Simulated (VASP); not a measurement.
# BiN: structure and properties in VASP, part 4 of 5

Wanted: the relaxed cell of BiN and its properties. The cell is invented: it takes the structure of a Materials Project entry for GaN (space group 216 there), with some of its atoms replaced by other elements, volume scaled by an estimate. It may not be a known or stable phase.

VASP 6.6.1, plane waves and PAW; the level of theory is named at each step.

Still holding for the runs below: The k-mesh is coarse for a metal.

So far. Step 5 (Band structure (r2SCAN)): There is no gap at this level. Step 6 (Density of states (r2SCAN)): The finer mesh and the other smearing move the Fermi level by -0.04 eV from the 8×8×8 run, a small shift, which tests the Fermi level alone. Of the states within 0.3 eV of the Fermi level, the largest shares in the PAW spheres are N p 37 %, Bi s 11 % and Bi p 9 %. The rest lies in smaller channels or between the spheres. The relaxed cell has a = 5.520 Å (conventional setting).

## 7. Band structure (r2SCAN + SOC)

This step: r2SCAN, spin-orbit coupling; plane waves and PAW (Bi_d, N); invented cell (VASP 6.6.1).

The mesh alone shows little of the dispersion and can miss band extrema, so KPOINTS_OPT adds a path through the symmetry points after the self-consistent cycle. Spin-orbit coupling needs spinors and the noncollinear program, where each band holds one electron.

Contents of INCAR:

```
SYSTEM = BiN
PREC = Accurate
ENCUT = 520
EDIFF = 1E-06
NELM = 100
ISMEAR = 0
SIGMA = 0.05
LREAL = .FALSE.
ALGO = Normal
METAGGA = R2SCAN
LASPH = .TRUE.
LNONCOLLINEAR = .TRUE.
MAGMOM = 0 0 0 0 0 0
NBANDS = 32
GGA_COMPAT = .FALSE.
LSORBIT = .TRUE.
LORBIT = 11
LWAVE = .FALSE.
LCHARG = .FALSE.
```

Contents of POSCAR:

```
BiN
1.0
    0.0000000000      2.7601193961      2.7601193961
    2.7601193961      0.0000000000      2.7601193961
    2.7601193961      2.7601193961      0.0000000000
Bi N
1 1
Direct
    0.0000000000      0.0000000000      0.0000000000
    0.2500000000      0.2500000000      0.2500000000
```

Contents of KPOINTS:

```
Automatic mesh
0
Gamma
7 7 7
0 0 0
```

Contents of KPOINTS_OPT:

```
Line mode
16
Line-mode
Reciprocal
  0.00000000   0.00000000   0.00000000 GAMMA
  0.50000000   0.00000000   0.50000000 X

  0.50000000   0.00000000   0.50000000 X
  0.50000000   0.25000000   0.75000000 W

  0.50000000   0.25000000   0.75000000 W
  0.37500000   0.37500000   0.75000000 K

  0.37500000   0.37500000   0.75000000 K
  0.00000000   0.00000000   0.00000000 GAMMA

  0.00000000   0.00000000   0.00000000 GAMMA
  0.50000000   0.50000000   0.50000000 L

  0.50000000   0.50000000   0.50000000 L
  0.62500000   0.25000000   0.62500000 U

  0.62500000   0.25000000   0.62500000 U
  0.50000000   0.25000000   0.75000000 W

  0.50000000   0.25000000   0.75000000 W
  0.50000000   0.50000000   0.50000000 L

  0.50000000   0.50000000   0.50000000 L
  0.37500000   0.37500000   0.75000000 K

  0.62500000   0.25000000   0.62500000 U
  0.50000000   0.00000000   0.50000000 X
```

PAW data sets: Bi_d and N (PBE family, release 64).

Command:

```
> mpirun -np 1 vasp_ncl
```

The log of the run:

```text
[... set-up lines as in an earlier step ...]
 entering main loop
       N       E                     dE             d eps       ncg     rms          rms(c)
DAV:   1     0.171713165370E+03    0.17171E+03   -0.10102E+04  1936   0.150E+03
DAV:   2    -0.441028874748E+02   -0.21582E+03   -0.20571E+03  1952   0.456E+02
DAV:   3    -0.727185711472E+02   -0.28616E+02   -0.27834E+02  2368   0.164E+02
DAV:   4    -0.740990366478E+02   -0.13805E+01   -0.13775E+01  2264   0.382E+01
DAV:   5    -0.741604122303E+02   -0.61376E-01   -0.61371E-01  2984   0.772E+00    0.800E+00
DAV:   6    -0.664842816757E+02    0.76761E+01   -0.11389E+01  2656   0.369E+01    0.373E+00
DAV:   7    -0.664528428722E+02    0.31439E-01   -0.16276E+00  2128   0.922E+00    0.169E+00
DAV:   8    -0.664334141037E+02    0.19429E-01   -0.88220E-02  2288   0.205E+00    0.162E+00
DAV:   9    -0.665147574930E+02   -0.81343E-01   -0.44553E-01  2560   0.340E+00    0.317E+00
DAV:  10    -0.667695655868E+02   -0.25481E+00   -0.38976E-01  2096   0.377E+00    0.566E+00
DAV:  11    -0.665152512832E+02    0.25431E+00   -0.34688E+00  2048   0.135E+01    0.295E+00
DAV:  12    -0.666020104674E+02   -0.86759E-01   -0.36159E-01  2224   0.442E+00    0.393E+00
DAV:  13    -0.664568092522E+02    0.14520E+00   -0.25919E-01  2192   0.320E+00    0.168E+00
DAV:  14    -0.664352131891E+02    0.21596E-01   -0.28967E-01  2576   0.365E+00    0.571E-01
DAV:  15    -0.664323590881E+02    0.28541E-02   -0.34227E-02  1960   0.126E+00    0.808E-02
DAV:  16    -0.664334764261E+02   -0.11173E-02   -0.77611E-03  2080   0.718E-01    0.361E-01
DAV:  17    -0.664329741764E+02    0.50225E-03   -0.97810E-04  2280   0.254E-01    0.257E-01
DAV:  18    -0.664324554377E+02    0.51874E-03   -0.27195E-03  2120   0.387E-01    0.401E-02
DAV:  19    -0.664324608764E+02   -0.54387E-05   -0.19456E-04  2304   0.108E-01    0.202E-02
DAV:  20    -0.664324619980E+02   -0.11216E-05   -0.18476E-05  2000   0.314E-02    0.118E-02
DAV:  21    -0.664324620192E+02   -0.21205E-07   -0.69084E-06  2288   0.295E-02
   1 F= -.66432462E+02 E0= -.66431872E+02  d E =-.118025E-02  mag=     0.0000     0.0000    -0.0000
 Start KPOINTS_OPT (optional k-point list driver)
k-point batch [1-30\160]
       N       E                     dE             ncg
DAV:   1     0.182250085626E+04   -0.13348E+05     1920
DAV:   2    -0.451086782950E+04   -0.63334E+04     1928
DAV:   3    -0.528013335512E+04   -0.76927E+03     2312
DAV:   4    -0.531553376596E+04   -0.35400E+02     2248
DAV:   5    -0.531709758903E+04   -0.15638E+01     2952
DAV:   6    -0.531712248513E+04   -0.24896E-01     2384
DAV:   7    -0.531712335832E+04   -0.87320E-03     2984
DAV:   8    -0.531712336986E+04   -0.11535E-04     2384
DAV:   9    -0.531712337013E+04   -0.27498E-06     1648
[...]
k-point batch [151-160\160]
       N       E                     dE             ncg
DAV:   1     0.143092503298E+05   -0.65710E+04      640
DAV:   2     0.122536821694E+05   -0.20556E+04      640
DAV:   3     0.120154329957E+05   -0.23825E+03      808
DAV:   4     0.120055507683E+05   -0.98822E+01      776
DAV:   5     0.120051325952E+05   -0.41817E+00     1000
DAV:   6     0.120051280646E+05   -0.45306E-02      808
DAV:   7     0.120051278733E+05   -0.19132E-03     1000
DAV:   8     0.120051278706E+05   -0.26655E-05      760
DAV:   9     0.120051278705E+05   -0.70693E-07      544
```

The job ended after 19 min (1 MPI rank of Intel Xeon 6975P-C (Granite Rapids), shared host; peak memory 0.36 GiB).

From OUTCAR (step 7):

```text
   k-points           NKPTS =     30   k-points in BZ     NKDIM =     30   number of bands    NBANDS=     32

   NELECT =      20.0000    total number of electrons

 E-fermi :   6.4255

 k-point     1 :       0.0000    0.0000    0.0000
  band No.  band energies     occupation
    ...
     16       3.8734      1.00000
     17       4.1659      1.00000
     18       4.1659      1.00000
     19       4.1659      1.00000
     20       4.1659      1.00000
     21       7.8498      0.00000
     22       7.8498      0.00000
     23      10.3176      0.00000
     24      10.3176      0.00000
     25      10.3176      0.00000
    ...

  Total        0.1328961      0.1328961      0.1328961      0.0000000     -0.0000000     -0.0000000
  in kB        5.0630149      5.0630149      5.0630149      0.0000000     -0.0000000     -0.0000000
  external PRESSURE =       5.0630149 kB  Pullay stress =       0.0000000 kB

 POSITION                                       TOTAL-FORCE (eV/Angst)
 -----------------------------------------------------------------------------------
      0.00000      0.00000      0.00000        -0.000000     -0.000000     -0.000000
      1.38006      1.38006      1.38006         0.000000      0.000000      0.000000
 -----------------------------------------------------------------------------------
    total drift:                               -0.000000     -0.000000     -0.000000

  FREE ENERGIE OF THE ION-ELECTRON SYSTEM (eV)
  ---------------------------------------------------
  free  energy   TOTEN  =       -66.4324620192 eV

  energy  without entropy=      -66.4312817734  energy(sigma->0) =      -66.43187190

 Spin-Orbit-Coupling matrix elements
 Ion:    1  E_soc:     -1.2187977
 Ion:    2  E_soc:     -0.0010937

 magnetization (x)
# of ion       s       p       d       tot
------------------------------------------
    1        0.000   0.000  -0.000   0.000
    2       -0.000   0.000   0.000   0.000
--------------------------------------------------
tot          0.000   0.000  -0.000   0.000

 magnetization (y)
# of ion       s       p       d       tot
------------------------------------------
    1        0.000   0.000  -0.000   0.000
    2       -0.000   0.000   0.000   0.000
--------------------------------------------------
tot          0.000   0.000  -0.000   0.000

 magnetization (z)
# of ion       s       p       d       tot
------------------------------------------
    1        0.000   0.000   0.000   0.000
    2       -0.000   0.000   0.000   0.000
--------------------------------------------------
tot          0.000   0.000   0.000   0.000

[... 6 parts as in an earlier step ...]

[... 10 further parts left out ...]
```

Numbers from this step:

```yaml
scf_cycles: 21
bands: 32
irreducible_k_points: 30
free_energy_toten: -66.4325 eV
energy_at_zero_smearing: -66.4319 eV
fermi_energy: 6.426 eV
pressure: 0.5063 GPa
```

On-site spin-orbit energy by atom:

| atom | on-site spin-orbit energy (eV) |
| --- | --- |
| Bi1 | -1.22 |
| N2 | 0.00 |

The electronic bands at the labelled points (eV, zero at the Fermi level; # counts the bands kept, so #1 is VASP's band 13):

| point | #5 | #6 | #7 | #8 | #9 | #10 | #11 | #12 |
| --- | --- | --- | --- | --- | --- | --- | --- | --- |
| Γ | -2.26 | -2.26 | -2.26 | -2.26 | 1.42 | 1.42 | 3.89 | 3.89 |
| 0.53 of the way | -3.44 | -3.44 | -1.02 | -1.02 | 0.25 | 0.25 | 4.00 | 4.00 |
| X | -4.20 | -4.20 | -0.83 | -0.83 | -0.40 | -0.40 | 5.15 | 5.15 |
| 0.47 of the way | -4.48 | -4.44 | -0.24 | -0.09 | -0.07 | 0.21 | 4.16 | 4.78 |
| W | -4.79 | -4.69 | 0.26 | 0.27 | 1.50 | 1.95 | 2.22 | 3.04 |
| 0.47 of the way | -4.61 | -4.31 | -0.12 | 0.00 | 1.11 | 1.47 | 2.99 | 3.72 |
| K | -4.13 | -4.01 | -0.64 | -0.50 | 1.01 | 1.22 | 3.75 | 4.46 |
| 0.47 of the way | -2.99 | -2.86 | -1.67 | -1.37 | 1.72 | 2.07 | 3.19 | 3.26 |
| Γ | -2.26 | -2.26 | -2.26 | -2.26 | 1.42 | 1.42 | 3.89 | 3.89 |
| 0.47 of the way | -2.65 | -2.62 | -2.45 | -2.45 | 1.82 | 1.82 | 3.24 | 3.24 |
| L | -3.03 | -3.03 | -2.94 | -2.94 | 2.68 | 2.68 | 3.56 | 3.56 |
| 0.47 of the way | -3.59 | -3.46 | -1.48 | -1.20 | 2.28 | 2.32 | 3.07 | 3.66 |
| U | -4.13 | -4.01 | -0.64 | -0.50 | 1.01 | 1.22 | 3.75 | 4.46 |
| 0.53 of the way | -4.61 | -4.31 | -0.12 | 0.00 | 1.11 | 1.47 | 2.99 | 3.72 |
| W | -4.79 | -4.69 | 0.26 | 0.27 | 1.50 | 1.95 | 2.22 | 3.04 |
| 0.47 of the way | -4.01 | -3.67 | -0.93 | -0.65 | 2.15 | 2.22 | 2.63 | 3.35 |
| L | -3.03 | -3.03 | -2.94 | -2.94 | 2.68 | 2.68 | 3.56 | 3.56 |
| 0.47 of the way | -3.59 | -3.46 | -1.48 | -1.20 | 2.28 | 2.32 | 3.07 | 3.66 |
| K | -4.13 | -4.01 | -0.64 | -0.50 | 1.01 | 1.22 | 3.75 | 4.46 |
| jump to U | -4.13 | -4.01 | -0.64 | -0.50 | 1.01 | 1.22 | 3.75 | 4.46 |
| 0.53 of the way | -4.32 | -4.23 | -0.69 | -0.53 | -0.12 | 0.03 | 4.67 | 5.11 |
| X | -4.20 | -4.20 | -0.83 | -0.83 | -0.40 | -0.40 | 5.15 | 5.15 |

Of the projections kept (Bi, N), the largest for each band there; the rest of the weight can lie on other orbitals:

| point | #5 | #6 | #7 | #8 | #9 | #10 | #11 | #12 |
| --- | --- | --- | --- | --- | --- | --- | --- | --- |
| Γ | N 0.84 | N 0.84 | N 0.84 | N 0.84 | Bi 0.86 | Bi 0.86 | Bi 0.97 | Bi 0.97 |
| X | N 0.64 | N 0.64 | Bi 0.79 | Bi 0.79 | N 0.70 | N 0.70 | Bi 0.50 | Bi 0.50 |
| W | N 0.55 | N 0.60 | N 0.79 | N 0.79 | Bi 0.79 | N 0.68 | N 0.63 | Bi 0.82 |
| K | N 0.62 | N 0.64 | N 0.53 | N 0.60 | N 0.60 | N 0.62 | N 0.53 | N 0.51 |
| Γ | N 0.84 | N 0.84 | N 0.84 | N 0.84 | Bi 0.86 | Bi 0.86 | Bi 0.97 | Bi 0.97 |
| L | N 0.74 | N 0.74 | N 0.55 | N 0.55 | N 0.58 | N 0.58 | Bi 0.55 | Bi 0.55 |

At these settings, which differ from those of the relaxation, the cell is under a pressure of 0.5 GPa.

## 8. Zone-centre phonons (r2SCAN)

This step: r2SCAN; plane waves and PAW (Bi_d, N); invented cell (VASP 6.6.1).

Zone-centre modes test whether the atoms sit at a minimum within this cell. IBRION = 6 takes the force constants from differences of forces between displaced cells, so the forces must be tight.

Contents of INCAR:

```
SYSTEM = BiN
PREC = Accurate
ENCUT = 520
EDIFF = 1E-08
NELM = 100
ISMEAR = 0
SIGMA = 0.05
LREAL = .FALSE.
ALGO = Normal
METAGGA = R2SCAN
LASPH = .TRUE.
LORBIT = 11
LWAVE = .FALSE.
LCHARG = .FALSE.
IBRION = 6
NFREE = 2
POTIM = 0.015
ISIF = 2
NSW = 1
```

POSCAR is that of step 7.

Contents of KPOINTS:

```
Automatic mesh
0
Gamma
8 8 8
0 0 0
```

Command:

```
> mpirun -np 1 vasp_std
```

The log of the run:

```text
[... set-up lines as in an earlier step ...]
 entering main loop
       N       E                     dE             d eps       ncg     rms          rms(c)
[... 12 cycles as in an earlier step ...]
DAV:  13    -0.658571886829E+02   -0.13710E-05   -0.43128E-06  1032   0.205E-02    0.589E-03
DAV:  14    -0.658571888036E+02   -0.12071E-06   -0.14636E-06  1010   0.170E-02    0.194E-03
DAV:  15    -0.658571887947E+02    0.89190E-08   -0.20378E-07   854   0.562E-03    0.190E-04
DAV:  16    -0.658571888199E+02   -0.25251E-07   -0.81858E-09   550   0.117E-03    0.130E-04
DAV:  17    -0.658571888200E+02   -0.53205E-10   -0.28485E-09   424   0.845E-04
   1 F= -.65857189E+02 E0= -.65856806E+02  d E =-.766255E-03
 Found     2 degrees of freedom:
 Finite differences POTIM= 0.01500 DOF=   2
 bond charge predicted
       N       E                     dE             d eps       ncg     rms          rms(c)
DAV:   1    -0.658492239104E+02    0.79649E-02   -0.16031E+00  3170   0.892E+00    0.787E-02
DAV:   2    -0.658566806682E+02   -0.74568E-02   -0.40781E-02  3360   0.212E+00    0.437E-02
DAV:   3    -0.658567185859E+02   -0.37918E-04   -0.46312E-04  3344   0.225E-01    0.322E-02
DAV:   4    -0.658567309758E+02   -0.12390E-04   -0.59610E-05  3920   0.103E-01    0.899E-03
DAV:   5    -0.658567337761E+02   -0.28003E-05   -0.41047E-06  3064   0.204E-02    0.325E-03
DAV:   6    -0.658567340669E+02   -0.29083E-06   -0.55483E-07  3128   0.751E-03    0.169E-03
DAV:   7    -0.658567340786E+02   -0.11656E-07   -0.19661E-07  3152   0.615E-03    0.572E-04
DAV:   8    -0.658567341276E+02   -0.49029E-07   -0.38455E-08  2774   0.183E-03    0.168E-04
DAV:   9    -0.658567341441E+02   -0.16511E-07   -0.40955E-09  1372   0.115E-03    0.539E-05
DAV:  10    -0.658567341414E+02    0.26880E-08   -0.76809E-10  1336   0.305E-04
   2 F= -.65856734E+02 E0= -.65856324E+02  d E =-.820948E-03
[...]
3 F= -.65856734E+02 E0= -.65856324E+02  d E =-.820942E-03
[...]
4 F= -.65856736E+02 E0= -.65856325E+02  d E =-.820926E-03
 Finite differences progress:
  Degree of freedom:   2/  2
  Displacement:        1/  2
  Total:               3/  4
 bond charge predicted
       N       E                     dE             d eps       ncg     rms          rms(c)
DAV:   1    -0.658565017654E+02    0.23392E-03   -0.22487E+00  2660   0.926E+00    0.150E-01
DAV:   2    -0.658570099804E+02   -0.50822E-03   -0.24859E-02  3080   0.125E+00    0.813E-02
DAV:   3    -0.658567174419E+02    0.29254E-03   -0.83656E-04  3056   0.261E-01    0.296E-02
DAV:   4    -0.658567293969E+02   -0.11955E-04   -0.29400E-04  3026   0.134E-01    0.175E-02
DAV:   5    -0.658567349835E+02   -0.55866E-05   -0.33075E-05  2930   0.500E-02    0.148E-02
DAV:   6    -0.658567357905E+02   -0.80701E-06   -0.27145E-06  3032   0.155E-02    0.652E-03
DAV:   7    -0.658567357535E+02    0.37049E-07   -0.26341E-06  2696   0.147E-02    0.121E-03
DAV:   8    -0.658567358366E+02   -0.83172E-07   -0.52969E-07  2780   0.599E-03    0.123E-03
DAV:   9    -0.658567358211E+02    0.15534E-07   -0.15258E-08  2368   0.154E-03    0.320E-04
DAV:  10    -0.658567358201E+02    0.97043E-09   -0.63655E-09  1390   0.100E-03
   5 F= -.65856736E+02 E0= -.65856325E+02  d E =-.820931E-03
 Finite differences progress:
  Degree of freedom:   2/  2
  Displacement:        2/  2
  Total:               4/  4
```

Wall time 6.3 min (1 MPI rank); peak memory 0.23 GiB.

OUTCAR, selected parts (step 8):

```text
   NELECT =      20.0000    total number of electrons

 E-fermi :   6.4449

 k-point     1 :       0.0000    0.0000    0.0000
  band No.  band energies     occupation
    ...
      6     -10.4039      2.00000
      7      -1.0840      2.00000
      8       4.1468      2.00000
      9       4.1870      2.00000
     10       4.2248      2.00000
     11       9.4964      0.00000
     12       9.5379      0.00000
     13       9.5828      0.00000
     14      13.0946      0.00000

  Total       -0.0108104      0.0078587      0.0078587      0.0000000      0.0924906      0.0000000
  in kB       -0.4118490      0.2993956      0.2993956      0.0000000      3.5236651      0.0000000
  external PRESSURE =       0.0623141 kB  Pullay stress =       0.0000000 kB

 POSITION                                       TOTAL-FORCE (eV/Angst)
 -----------------------------------------------------------------------------------
      0.00000      0.00000      0.00000        -0.060252      0.000000      0.000000
      1.36506      1.38006      1.38006         0.060252     -0.000000     -0.000000
 -----------------------------------------------------------------------------------
    total drift:                                0.000040     -0.000000     -0.000000

  FREE ENERGIE OF THE ION-ELECTRON SYSTEM (eV)
  ---------------------------------------------------
  free  energy   TOTEN  =       -65.8567358201 eV

  energy  without entropy=      -65.8559148889  energy(sigma->0) =      -65.85632535

 Eigenvectors and eigenvalues of the dynamical matrix
 ----------------------------------------------------

   1 f  =    8.649058 THz    54.343635 2PiTHz  288.501524 cm-1    35.769614 meV
             X         Y         Z           dx          dy          dz
      0.000000  0.000000  0.000000    -0.251026   -0.000000    0.000000
      1.380060  1.380060  1.380060     0.967980   -0.000000    0.000000

   2 f  =    8.649058 THz    54.343635 2PiTHz  288.501524 cm-1    35.769614 meV
             X         Y         Z           dx          dy          dz
      0.000000  0.000000  0.000000     0.000000    0.243928   -0.059272
      1.380060  1.380060  1.380060     0.000000   -0.940610    0.228557

   3 f  =    8.649058 THz    54.343635 2PiTHz  288.501524 cm-1    35.769614 meV
             X         Y         Z           dx          dy          dz
      0.000000  0.000000  0.000000     0.000000   -0.059272   -0.243928
      1.380060  1.380060  1.380060     0.000000    0.228557    0.940610

   4 f/i=    0.003992 THz     0.025085 2PiTHz    0.133173 cm-1     0.016511 meV
             X         Y         Z           dx          dy          dz
      0.000000  0.000000  0.000000     0.149920   -0.948795    0.119575
      1.380060  1.380060  1.380060     0.038879   -0.246051    0.031009

   5 f/i=    0.003992 THz     0.025085 2PiTHz    0.133173 cm-1     0.016511 meV
             X         Y         Z           dx          dy          dz
      0.000000  0.000000  0.000000     0.000000    0.121036    0.960383
      1.380060  1.380060  1.380060     0.000000    0.031388    0.249056

   6 f/i=    0.003992 THz     0.025085 2PiTHz    0.133173 cm-1     0.016511 meV
             X         Y         Z           dx          dy          dz
      0.000000  0.000000  0.000000     0.956300    0.148743   -0.018746
      1.380060  1.380060  1.380060     0.247997    0.038574   -0.004861

 ELASTIC MODULI CONTR FROM IONIC RELAXATION (kBar)
 Direction    XX          YY          ZZ          XY          YZ          ZX
 --------------------------------------------------------------------------------
 XX          -0.0000     -0.0000     -0.0000      0.0000      0.0000     -0.0000
 YY          -0.0000     -0.0000     -0.0000      0.0000      0.0000      0.0000
 ZZ          -0.0000     -0.0000     -0.0000      0.0000      0.0000     -0.0000
 XY           0.0000      0.0000      0.0000   -359.9989      0.0000      0.0000
 YZ           0.0000      0.0000      0.0000      0.0000   -359.9989      0.0000
 ZX          -0.0000      0.0000     -0.0000      0.0000      0.0000   -359.9989
 --------------------------------------------------------------------------------

[... 8 parts as in an earlier step ...]

[... 9 further parts left out ...]
```

The last energy, forces, stress and levels in OUTCAR belong to the last displaced cell, not to the cell of POSCAR.

This step gave:

- bands: 14
- irreducible k-points: 29
- pressure of the cell: 0.006996 GPa
- largest force of the cell: 0 eV/Å

The modes at Γ (shares of kinetic energy by element, %):

| mode | frequency (cm⁻¹) | symmetry | Bi % | N % |
| --- | --- | --- | --- | --- |
| 1 | -0.1 | acoustic | 94 | 6 |
| 2 | -0.1 | acoustic | 94 | 6 |
| 3 | -0.1 | acoustic | 94 | 6 |
| 4 | 288.5 | T2 | 6 | 94 |
| 5 | 288.5 | T2 | 6 | 94 |
| 6 | 288.5 | T2 | 6 | 94 |

Displacements in mode 4 (288.5 cm⁻¹), the largest set to 1:
```
Bi1  0.00 -0.02 -0.07
N2   0.00  0.24  1.00
```

The three acoustic modes lie within 0.1 cm⁻¹ of zero, and all others are real. By the characters of their eigenvectors the optical modes sort into (cm⁻¹) Raman active: T2 289; infrared active: T2 289.

(Part 4 of 5 ends here.)

[Lines on the potential files, build, host, timing and source positions are cut from VASP's logs without a mark.]

[Logs are printed without paths, hosts, clocks, repeated set-up lines and the standing remarks that a program may print on its own settings, such as how far it seeks lower states.]

[Hosts, paths, dates, database ids (printed as entryN), source tags and the programs' standing remarks are cut or masked in the printed files.]

[A measured line is paired with the nearest computed mode of its activity, which favours agreement.]
